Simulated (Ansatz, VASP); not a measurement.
# Nb2H2NO2 (Nb2N(OH)2 MXene monolayer): VASP beside Ansatz

One calculation is typed for both programs; each brings its own data sets. How far apart do they land? The structure shown is the start of the Ansatz relaxation below; VASP solves that cell, so the two are compared at the walk's first step.

Method: plane waves, with VASP 6.6.1 beside it; single point at PBE with D3(BJ), in Ansatz 0.2.0.

## Step 1: The structure

The cell holds 7 atoms: 2 H, 2 O, 2 Nb and 1 N. Its edges and angles: a = 3.079 Å, b = 3.079 Å, c = 44.558 Å, α = 90.0°, β = 90.0°, γ = 120.0°. Vacuum lies along c.

## Step 2: Ansatz: relaxation, PBE with D3(BJ)

Ansatz runs on its default PAW (the set named soft_2) files.

The two programs are compared at the cell with which this relaxation starts, whose forces are those of its first step.

The input, input.yaml:

```yaml
crystal:
  lattice:
    - [3.079076, 0.0, 0.0]
    - [-1.539538, 2.6665580362, 0.0]
    - [0.0, 0.0, 44.5581836167]
  atoms:
    - { symbol: H, position: [0.3333333333, 0.6666666667, 0.4241645073] }
    - { symbol: O, position: [0.3333333333, 0.6666666667, 0.4461582225] }
    - { symbol: Nb, position: [0.6666666667, 0.3333333333, 0.4727340466], spin: 1.0 }
    - { symbol: "N", position: [0.0, 0.0, 0.5] }
    - { symbol: Nb, position: [0.3333333333, 0.6666666667, 0.5272659534], spin: 1.0 }
    - { symbol: O, position: [0.6666666667, 0.3333333333, 0.5538417775] }
    - { symbol: H, position: [0.6666666667, 0.3333333333, 0.5758354927] }
  periodic: [true, true, false]
magnetization:
  spin_polarized: true
kpoints:
  mp_grid: { grid: [12, 12, 1] }
hamiltonian:
  xc: pbe
  dispersion: d3bj
scf:
  occupations: { method: fermi_dirac, width: 0.05 }
  convergence: { dr2_threshold: 1.0e-09 }
relax:
  f_tol: 0.004
  max_steps: 90
  cell: {}
output:
  write_potential: true
  write_density: true
  volumetric_format: npy
```

On the command line:

```console
> ansatz run input.yaml --threads 2 --pin off --max-ram 3072MiB --backend cpu --events-out ev --progress --plain --runs-dir out
```

Numbers of over 12 decimals in the logs are rounded to 6 here.

The log of the run:

```text
Warning: relax.cell: scf.convergence.dr2_threshold = 1e-9 eV is looser than the 2.49255156039e-10 eV advised for a relaxation that steers and ends on the stress (1e-10 eV for each atom of the cell: 7, times the square of relax.cell.stress_2d_tol = 0.05 N/m over 16.8 Å (the atoms' height at the walk's start and 5 Å past either face), 2.984e-2 GPa, over a crystal's default 0.05). What an SCF threshold leaves in a stress goes as its square root, and in the free energy as the threshold itself, and one threshold admits the most on a small cell: [figures from the program's tests cut] Set scf.convergence.dr2_threshold to 2.49255156039e-10 eV or tighter. [rest of the remark cut]
Engine: ansatz 0.2.0, aarch64-unknown-linux-gnu
Pseudopotentials: kind: paw
Pseudopotential: H, paw, valence charge 1, recommended cutoff 420 eV (normal), H.paw.azcp
Pseudopotential: O, paw, valence charge 6, recommended cutoff 420 eV (normal), O.paw.azcp
Pseudopotential: Nb, paw, valence charge 13, recommended cutoff 420 eV (normal), Nb.paw.azcp
Pseudopotential: N, paw, valence charge 5, recommended cutoff 420 eV (normal), N.paw.azcp
Functional definition: PBE
  parameter kappa = 0.804
  parameter beta = 0.066725
  exchange = pbe_x(kappa = kappa, mu = beta*pi^2/3)
  correlation = pbe_c(beta = beta)
Crystal: 7 atoms, lattice volume = 365.847 Å³
Basis set: ecut = 420 eV, 7097 PW (Γ), exchange–correlation on 48×48×600 points (8 copies of the dense FFT grid, shifted against one another)
Bands: 31, of which v1, the nominal top of the filled ones, is band 23 counted from 1 (22 counted from 0)
Symmetry: 12 space group operations
Space group: P-3m1 (ITA 164), of the structure as read, at distance tolerance 7.2e-5 Å
Magnetic group: BNS 164.85 (UNI 1315), of the structure as read, at distance tolerance 7.2e-5 Å
k-points: 19 of 144
Non-local potential: H, projectors of the file, l = 0: 2, l = 1: 1
Non-local potential: O, projectors of the file, l = 0: 2, l = 1: 2, l = 2: 1
Non-local potential: Nb, projectors of the file, l = 0: 3, l = 1: 2, l = 2: 2, l = 3: 1
Non-local potential: N, projectors of the file, l = 0: 2, l = 1: 2, l = 2: 1
PAW form: soft (Blöchl's): semilocal exchange-correlation on the pseudo side does not see the compensation charge
PAW one-centre angular grid: H, 110 points (default); XC on 64 Gauss nodes
PAW one-centre angular grid: O, 110 points (default); XC on 64 Gauss nodes
PAW one-centre angular grid: Nb, 590 points (default); XC on 64 Gauss nodes
PAW one-centre angular grid: N, 110 points (default); XC on 64 Gauss nodes
Initial density: superposition of atomic densities (neutral atoms: chi_scale 0, normalization atom)
Starting moments: Σ|m| = 2 μB on 2 of 7 sites
Initial wavefunctions: pseudopotential atomic-orbital guess
Functional: x = pbe(κ = 0.804, μ = 0.219515), c = pbe(β = 0.066725)
SCF iter   1: F=—  HF=-10665.896058 eV  |F-HF|=—  |Δ(HF+E_count)|=         —  Δρ=3.97e-2 (↑3.97e-2 ↓3.71e-2)  dr2=3.07e1  dr2_m=9.31e-2  M=1.042 μB ∫|m|=1.074 μB  β_m=0.30  ethr=3.10e-3  ⟨swp⟩=17.2  Hψ=9734  notcnv=0
Mixer restart at iter 1: flushing history
preconditioner: auto → LDOS  [metal: Δε(μ)=0.028 eV  Ē_g=11.542 eV  σ=0.050 eV  W_gap=0.14  n_scr=26 (ndim 8)  ℏωp=9.7 eV  f_vac=0.789  D(μ)=2.40/eV (n_scr^D=14)]
spin=Collinear: LDOS preconditioning applied to the charge; magnetization (m = ρ↑ − ρ↓) channel mixes plain (no charge-response kernel on spin).
SCF iter   2: F=—  HF=-10660.655726 eV  |F-HF|=—  |Δ(HF+E_count)|=    5.24e0  Δρ=2.43e-2 (↑2.43e-2 ↓2.22e-2)  dr2=1.19e1  dr2_m=4.57e-2  M=1.052 μB ∫|m|=1.082 μB  β_m=0.47  ethr=3.10e-3  ⟨swp⟩=5.2  Hψ=3425  notcnv=0  defer=55
SCF iter   3: F=—  HF=-10658.865755 eV  |F-HF|=—  |Δ(HF+E_count)|=    1.79e0  Δρ=1.05e-2 (↑1.05e-2 ↓7.12e-3)  dr2=1.03e1  dr2_m=3.07e-2  M=0.610 μB ∫|m|=0.666 μB  β_m=0.63  ethr=3.10e-3  ⟨swp⟩=7.5  Hψ=4383  notcnv=0  defer=56
SCF iter   4: F=—  HF=-10658.628779 eV  |F-HF|=—  |Δ(HF+E_count)|=   2.37e-1  Δρ=5.50e-3 (↑5.50e-3 ↓3.39e-3)  dr2=3.04e0  dr2_m=1.28e-2  M=0.599 μB ∫|m|=0.639 μB  β_m=0.76  ethr=3.10e-3  ⟨swp⟩=5.9  Hψ=2665  notcnv=0  defer=46
SCF iter   5: F=—  HF=-10658.547416 eV  |F-HF|=—  |Δ(HF+E_count)|=   8.14e-2  Δρ=2.48e-3 (↑2.48e-3 ↓1.13e-3)  dr2=6.79e-1  dr2_m=5.77e-3  M=0.521 μB ∫|m|=0.545 μB  β_m=0.88  ethr=3.10e-3  ⟨swp⟩=4.0  Hψ=1953  notcnv=0  defer=44
[...]
SCF iter   4: F=—  HF=-10659.397915 eV  |F-HF|=—  |Δ(HF+E_count)|=   1.01e-4  Δρ=1.40e-6 (↑1.39e-6 ↓1.40e-6)  dr2=7.11e-8  dr2_m=7.46e-13  M=-0.000 μB ∫|m|=0.000 μB  β_m=0.79  ethr=2.87e-10  ⟨swp⟩=3.8  Hψ=1975  notcnv=0
SCF iter   5: F=—  HF=-10659.397940 eV  |F-HF|=—  |Δ(HF+E_count)|=   2.53e-5  Δρ=5.54e-7 (↑5.50e-7 ↓5.54e-7)  dr2=2.90e-8  dr2_m=1.85e-13  M=-0.000 μB ∫|m|=0.000 μB  β_m=0.89  ethr=1.58e-10  ⟨swp⟩=2.8  Hψ=1863  notcnv=0
SCF iter   6: F=—  HF=-10659.397942 eV  |F-HF|=—  |Δ(HF+E_count)|=   2.34e-6  Δρ=3.00e-7 (↑3.00e-7 ↓2.97e-7)  dr2=6.56e-9  dr2_m=5.43e-14  M=-0.000 μB ∫|m|=0.000 μB  β_m=0.84  ethr=6.45e-11  ⟨swp⟩=2.3  Hψ=1568  notcnv=0
SCF iter   7: F=—  HF=-10659.397943 eV  |F-HF|=—  |Δ(HF+E_count)|=   5.27e-7  Δρ=7.85e-8 (↑7.85e-8 ↓7.82e-8)  dr2=1.85e-9  dr2_m=1.15e-14  M=-0.000 μB ∫|m|=0.000 μB  β_m=0.92  ethr=1.46e-11  ⟨swp⟩=2.9  Hψ=1925  notcnv=0
SCF iter   8: F=-10659.397943 eV  HF=-10659.397943 eV  |F-HF|=2.18e-10  |Δ(HF+E_count)|=   1.86e-8  Δρ=3.45e-8 (↑3.39e-8 ↓3.45e-8)  dr2=1.19e-10  dr2_m=4.75e-15  M=-0.000 μB ∫|m|=0.000 μB  ethr=2.22e-12  ⟨swp⟩=17.0  Hψ=8552  notcnv=0
the starting moments were not kept: the SCF closed with an absolute magnetisation of 7.1e-8 μB, where they sum to 2 μB in size (2 sites). That is at most 0.1 of that sum. Measured as dr2_m measures the in/out step, that magnetisation stands 3.4e-16 eV from none, at or under the dr2_threshold of 1.0e-9 eV: it is no larger than a step whose dr2_m would equal this threshold.
SCF 13 converged in 8 iterations: F = -10659.397943 eV  dr2 = 1.19e-10
relax step  13: F+E_penalty+E_count = -10659.39794284 eV  Δ(F+E_penalty+E_count) = -1.858e-3 eV  max|allowed force component| = 1.215e-3 eV/Å  Δτ_max = 0.0000 Å  P = +0.008 N/m  Ω = 405.462 Å³  fix = [c, alpha, beta]  reactions: c +0.000 N/m  stress off target by 8.24e-3 N/m on what of the cell is left free  SCF on the basis re-selected at this cell (its energy is not comparable with the rows above)  (8 SCF iters)
basis re-selected at this cell: Δ(F+E_penalty+E_count) = -1.858e-3 eV, ΔP = +0.010 N/m vs the last step (what re-selecting the basis moved, of the pressure what is left beyond the Pulay correction that the steps carried, after the strain that the cell walked since its last selection, with what the two solves' SCF thresholds leave and, on support functions, any second-order correction that the steps lacked; it is no m [...]
WARN: The output density's exchange-correlation potential varies sharply where the density is thin. Do not read a vacuum level from v_tot or v_xc, or from such a field of the output density. On a cell that repeats whose density bears no net charge and no dipole along the vacuum's axis use v_es (v_loc + v_h of the components); under efield.dipole_correction with no amplitude use v_es + v_field, which holds any externa [...]
SCF converged after 8 iterations
Magnetization: -0.0000 μB (22.5000 up, 22.5000 down)
Absolute magnetization: 0.0000 μB (∫|ρ↑−ρ↓|, with the PAW one-centre terms)
Spin contamination: 0.0000 ħ² per cell (⟨S²⟩ above its minimum at these occupations)
Per-site moments (μB) at R_I (Å): [(-2.1060874658286334e-9, 0.402624), (2.1988008967093156e-9, 0.402624), (-3.509814344604299e-9, 0.883336), (3.93316597789053e-9, 0.883336), (-3.5098143370030872e-9, 0.883336), (2.1988008729738812e-9, 0.402624), (-2.1060874722078834e-9, 0.402624)]
Free energy (F): -10659.397943 eV
Harris-Foulkes:  -10659.397943 eV  (|F-HF|=2.18e-10)
Internal energy: -10659.378060 eV  (E = F + TS)
E sigma→0 (E₀):  -10659.388002 eV
Entropy (-TS):   -0.019883 eV (-2.840 meV/atom)
Fermi energy:    -2.443708 eV
--- Per-component energies (eV) ---
  E_band       = -986.731060
  E_kinetic    = 1303.773050
  E_local      = -188108.058143  (includes V_loc(G=0)·N_el)
  E_nonlocal   = 384.775516
  E_hartree    = 93227.158728
  E_xc         = -576.960279
  E_vxc        = -714.317109  (∫ρ·V_xc dr)
  E_paw        = -6591.966471  (= ΣΔE_a)
  E_vpaw       = -307.224466  (= ΣTr[D̂ρ^β])
  E_aug_tail   = 0.002685  (compensation charges beyond the density's cutoff)
  E_ewald      = 89703.283266
  E_disp       = -1.386412  (pairwise vdW)
  E_smearing   = -0.019883  (= −TS)
  E_closure    = -0.000000  (closes the sum)
  Σ components = -10659.397943   (vs F -10659.397943, Δ=0.00e0)
--- Forces (eV/Å), atoms counted from 1 ---
  atom   1  H      0.00000000     0.00000000     0.00121508
  atom   2  O      0.00000000     0.00000000    -0.00056043
  atom   3  Nb    -0.00000000    -0.00000000    -0.00014840
  atom   4  N      0.00000000     0.00000000     0.00000000
  atom   5  Nb     0.00000000     0.00000000     0.00014840
  atom   6  O      0.00000000    -0.00000000     0.00056043
  atom   7  H      0.00000000    -0.00000000    -0.00121508
  max |Σ_I F_I| component: 9.25e-18 eV/Å
--- 2D stress c σ (N/m, compression-positive) ---
        0.008245       0.000000      -0.000000
        0.000000       0.008245       0.000000
       -0.000000       0.000000       0.000000
  P = ½ c Tr σ = 0.0082 N/m
--- Band table (eV; the first three rows and the last of 38) ---
  k-point 0 ↑: bands = [... 19 lower, -7.4051, -4.6235, -4.6235, -2.9350, -2.6969, -2.6055, -2.2166, -1.0223, ... 4 higher]
  k-point 1 ↑: bands = [... 19 lower, -7.5110, -4.7581, -4.4594, -2.9304, -2.5684, -2.5052, -2.0700, -1.1164, ... 4 higher]
  k-point 2 ↑: bands = [... 19 lower, -7.7243, -5.1081, -4.0364, -2.9812, -2.4040, -2.1127, -1.6430, -1.1772, ... 4 higher]
  k-point 18 ↓: bands = [... 19 lower, -8.4140, -3.9353, -3.9353, -3.4590, -0.8704, -0.8704, -0.2168, 0.8295, ... 4 higher]
  the weakly bound empty levels are not read free of the cell's end (no_gap_told)
--- Relaxed structure (11 steps of the walk, 10 accepted, 2 SCFs on fresh bases) ---
  F+E_penalty+E_count = -10659.39794284 eV   max|allowed force component| = 1.215e-3 eV/Å   (the final SCF, on the basis selected at the relaxed cell)
  cell:  # Å, volume = 405.4621 Å³
    - [3.241500, 0.0, 0]
    - [-1.620750, 2.807222, 0]
    - [0, 0, 44.5581836167]
  atoms:
    - { symbol: H, position: [0.333333, 0.666667, 0.425362] }
    - { symbol: O, position: [0.333333, 0.666667, 0.447267] }
    - { symbol: Nb, position: [0.666667, 0.333333, 0.476642] }
    - { symbol: N, position: [0, 0, 0.5] }
    - { symbol: Nb, position: [0.333333, 0.666667, 0.523358] }
    - { symbol: O, position: [0.666667, 0.333333, 0.552733] }
    - { symbol: H, position: [0.666667, 0.333333, 0.574638] }
```

(Part 1 of 2 ends here.)

[Lines on the potential files, build, host, timing and source positions are cut from VASP's logs without a mark.]

[Logs are printed without paths, hosts, clocks, repeated set-up lines and the standing remarks that a program may print on its own settings, such as how far it seeks lower states.]

[Hosts, paths, dates, database ids (printed as entryN), source tags and the programs' standing remarks are cut or masked in the printed files.]
